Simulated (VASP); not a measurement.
Here is the system:

```yaml
crystal:
  lattice:
    - [0.00000, 3.10672, 3.10672]
    - [3.10672, 0.00000, 3.10672]
    - [3.10672, 3.10672, 0.00000]
  atoms:
    - { symbol: Li, position: [0.25000, 0.25000, 0.25000] }
    - { symbol: Li, position: [0.75000, 0.75000, 0.75000] }
    - { symbol: Li, position: [0.50000, 0.50000, 0.50000] }
    - { symbol: Au, position: [0.00000, 0.00000, 0.00000] }
```

Computed with PBEsol GGA, VASP's PBE PAW potentials (set 64) (plane waves; VASP). Numerical set-up: 400 eV cut-off, 12×12×12 Γ-centred mesh, Fermi-Dirac smearing of 0.050 eV, potentials Li_sv Au.

At this cut-off the stress carries a Pulay error, which pulls relaxed volumes low.

Give the stress tensor in GPa (positive for a compressed cell).

```
-3.47   0.00   0.00
 0.00  -3.47   0.00
 0.00   0.00  -3.47
```
The pressure is its mean diagonal, -3.47 GPa.

The structure comes from a computed database's Li3Au entry; how it stands against other phases isn't given here. The cell was not relaxed at this level.
